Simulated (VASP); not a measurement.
Crystal: Sb2TeO2.

```xyz
5
Lattice="-2.0668 2.0668 6.2767 2.0668 -2.0668 6.2767 2.0668 2.0668 -6.2767" Properties=species:S:1:pos:R:3 pbc="T T T"
Sb    0.0000    0.0000    8.2487
Sb    0.0000    0.0000    4.3048
Te    0.0000    0.0000    0.0000
O     2.0668    0.0000    3.1384
O     0.0000    2.0668    3.1384
```

The cell was built by a generator and needn't be a form met in nature.

- Program: VASP 6.6.1
- Task: relaxation of cell and atoms
- Functional: PBE
- Potentials or basis: VASP PAW PBE potentials, release 64 (Sb, Te, O)
- Cutoff: 520 eV
- k mesh: 5 × 5 × 5
- Occupations: gaussian, width 0.15 eV
- Spin: no spin polarisation

At the start: pressure -8.3 GPa; volume 21.45 Å³/atom.

Question: How do energy, volume and symmetry change on relaxing?

Answer: Over 6 steps the energy falls by 81.2 meV/atom and the volume is 18.98 Å³/atom (-11.5 %); space group I4/mmm (No. 139, to 0.05 Å).

The path:
| step | energy change (eV) | largest force (eV/Å) | pressure (GPa) | volume (Å³) |
| --- | --- | --- | --- | --- |
| 1 | 0.0000 | 0.4271 | -8.34 | 107.25 |
| 2 | -0.2175 | 1.5763 | 7.42 | 90.78 |
| 3 | -0.3505 | 0.7084 | 0.02 | 96.47 |
| 4 | -0.3929 | 0.3517 | -0.11 | 95.65 |
| 5 | -0.4055 | 0.0832 | -0.15 | 94.76 |
| 6 | -0.4060 | 0.0161 | 0.00 | 94.89 |

Final structure:
```cif
data_structure
_symmetry_space_group_name_H-M 'P 1'
_symmetry_Int_Tables_number 1
_cell_length_a 6.8149
_cell_length_b 6.8149
_cell_length_c 6.8149
_cell_angle_alpha 146.727
_cell_angle_beta 146.727
_cell_angle_gamma 47.769
_cell_volume 94.89
loop_
_atom_site_label
_atom_site_type_symbol
_atom_site_fract_x
_atom_site_fract_y
_atom_site_fract_z
_atom_site_occupancy
Sb1 Sb 0.65336 0.65336 0.00000 1
Sb2 Sb 0.34664 0.34664 0.00000 1
Te1 Te 0.00000 0.00000 0.00000 1
O1 O 0.25000 0.75000 0.50000 1
O2 O 0.75000 0.25000 0.50000 1
```

Caveat: the k mesh is coarse (spacing up to 0.43 Å⁻¹), so the values aren't converged.
